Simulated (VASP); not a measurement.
VASP input:

### KPOINTS
```
Automatic mesh
0
Gamma
14 14 14
0 0 0
```

**POSCAR**
```
Au
1
    0.0000000000     2.0400000000     2.0400000000
    2.0400000000     0.0000000000     2.0400000000
    2.0400000000     2.0400000000     0.0000000000
Au
1
Direct
  0.0000000000   0.0000000000   0.0000000000
```

**INCAR**
```
# general
SYSTEM    =  Au
PREC      =  Accurate
ENCUT     =  520
LREAL     =  .FALSE.
LASPH     =  .TRUE.

# electronic loop
EDIFF     =  1E-6
NELM      =  100
ALGO      =  Normal
LMAXMIX   =  6

# smearing
ISMEAR    =  1
SIGMA     =  0.1

# functional
GGA       =  MK
LUSE_VDW  =  .TRUE.
AGGAC     =  0.0
PARAM1    =  0.1234568
PARAM2    =  0.7114
ZAB_VDW   =  -1.8867

# ions
IBRION    =  2
NSW       =  60
ISIF      =  3
EDIFFG    =  -0.01

# output
LWAVE     =  .FALSE.
LCHARG    =  .FALSE.
```

POTCAR, in this order: Au (PBE.64 set). Program: vasp_std.

Write an equivalent input for Quantum ESPRESSO's pw.x.

One equivalent input (not run):
```
&CONTROL
  calculation = 'vc-relax'
  pseudo_dir = './pseudo'
  outdir = './out'
  tprnfor = .true.
  tstress = .true.
  nstep = 60
  forc_conv_thr = 0.00039
/
&SYSTEM
  ibrav = 0
  nat = 1
  ntyp = 1
  ecutwfc = 76
  occupations = 'smearing'
  smearing = 'methfessel-paxton'
  degauss = 0.00735
  input_dft = 'vdw-df2-b86r'
/
&ELECTRONS
  conv_thr = 7.3e-08
  electron_maxstep = 100
/
&IONS
/
&CELL
/
ATOMIC_SPECIES
  Au 196.967 Au.upf
CELL_PARAMETERS angstrom
     0.0000000    2.0400000    2.0400000
     2.0400000    0.0000000    2.0400000
     2.0400000    2.0400000    0.0000000
ATOMIC_POSITIONS crystal
  Au   0.0000000  0.0000000  0.0000000
K_POINTS automatic
  14 14 14 0 0 0
```
The two are equivalent in intent, not identical: the potentials are each code's own (VASP's PAW set, PseudoDojo norm-conserving files in pw.x), so ENCUT and ecutwfc are chosen apart and not converted; conv_thr bounds pw.x's estimated SCF error, while EDIFF bounds the energy change between steps; forc_conv_thr acts on force components and is met together with etot_conv_thr.

The compound is Au in the fcc structure. This run relaxes it. Symmetry was kept, so distortions that lower it aren't found.
